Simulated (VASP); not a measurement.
Data:

```xyz
2
Lattice="2.8751 0.0000 0.0000 0.0000 2.8751 0.0000 0.0000 0.0000 2.8751" Properties=species:S:1:pos:R:3 pbc="T T T"
Zn     1.4376     1.4376     1.4376
Cu     0.0000     0.0000     0.0000
```

These are LDA (Ceperley-Alder, Perdew-Zunger), VASP's LDA PAW potentials (set 64) (plane waves; VASP) values and carry that method's errors. Numerical set-up: 500 eV cut-off, 13×13×13 Γ-centred mesh, first-order Methfessel-Paxton smearing of 0.10 eV, potentials Zn Cu.

Q: Estimate the energy per atom (σ→0), band gap (on the k-mesh) with the smallest direct gap where there is one.

A: 
The band gap (on the k-mesh) is none (metal, semimetal or under 0.01 eV) and the energy per atom (σ→0) is -3.395 eV/atom.

The absolute energy has meaning only against runs of the same code, potentials and settings.

The compound is CuZn in the CsCl type structure. It was relaxed first, which changed the volume by -7 %. The electron count is odd and the run is not spin-polarised, which forces a metal.
